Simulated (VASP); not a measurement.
Consider the following.

```xyz
2
Lattice="0.0000 3.5595 3.5595 3.5595 0.0000 3.5595 3.5595 3.5595 0.0000" Properties=species:S:1:pos:R:3 pbc="T T T"
Ba     0.0000     0.0000     0.0000
Te     3.5595     3.5595     3.5595
```

All values below come from RPBE GGA, VASP's PBE PAW potentials (set 64) (plane waves; VASP 6.6.1). Run with 520 eV cut-off, 7×7×7 Γ-centred mesh, Gaussian smearing of 0.050 eV, potentials Ba_sv Te.

Problem. Predict the energy per atom (σ→0).

Solution. 
| Property | Value |
|---|---|
| energy per atom (σ→0) | -4.042 eV/atom |

The absolute energy has meaning only against runs of the same code, potentials and settings.

The compound is BaTe in the rock salt structure. This cell is one point of a volume scan, at 0.97 of the reference volume.
